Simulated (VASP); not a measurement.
Input:

```
CELL_PARAMETERS angstrom
      0.00000     2.15366     2.15366
      2.15366     0.00000     2.15366
      7.68072     7.68072     0.93394
ATOMIC_POSITIONS crystal
  Au 0.01977 0.01977 0.98517
  Au 0.98023 0.98023 0.26483
  Al 0.00699 0.00699 0.49475
  Al 0.99301 0.99301 0.75525
```

These are PBEsol GGA, VASP's PBE PAW potentials (set 64) (plane waves; VASP) values and carry that method's errors. Settings: 400 eV cut-off, 14×14×4 Γ-centred mesh, tetrahedra with Blöchl corrections, potentials Au Al.

The cores are frozen, which limits the accuracy of field gradients.

**Question.** Give the principal components of the electric field gradient (V/Å²) and the asymmetry η at each nucleus.

**Answer.** 
```json
[
 {"atom": "Au1", "Vxx": "83.0", "Vyy": "83.0", "Vzz": "-165.9", "η": "0.00"},
 {"atom": "Au2", "Vxx": "83.0", "Vyy": "83.0", "Vzz": "-165.9", "η": "0.00"},
 {"atom": "Al3", "Vxx": "10.3", "Vyy": "10.3", "Vzz": "-20.7", "η": "0.00"},
 {"atom": "Al4", "Vxx": "10.3", "Vyy": "10.3", "Vzz": "-20.7", "η": "0.00"}
]
```

The structure was generated: Al2Au2 was put into an ordered model structure (R-3m), which need not be its known phase. It was relaxed first.
